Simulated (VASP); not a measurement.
Here is the system:

```xyz
1
Lattice="-1.6349 1.6349 1.6349 1.6349 -1.6349 1.6349 1.6349 1.6349 -1.6349" Properties=species:S:1:pos:R:3 pbc="T T T"
Ag     0.0000     0.0000     0.0000
```

The numbers are results of r2SCAN meta-GGA, VASP's PBE PAW potentials (set 64) (plane waves; VASP), not measurements. Settings: 400 eV cut-off, 14×14×14 Γ-centred mesh, first-order Methfessel-Paxton smearing of 0.10 eV, potentials Ag.

Question: Estimate the energy per atom (σ→0), band gap (on the k-mesh) with the smallest direct gap where there is one.

Answer: 
```yaml
band gap (on the k-mesh): none (metal, semimetal or under 0.01 eV)
energy per atom (σ→0): -21.315 eV/atom
```

Total energies compare only between runs with the same potentials, cut-off and functional.

The structure comes from a computed database's Ag entry (Im-3m); how it stands against other phases isn't given here. It was relaxed first. The start is the result of an earlier pass.
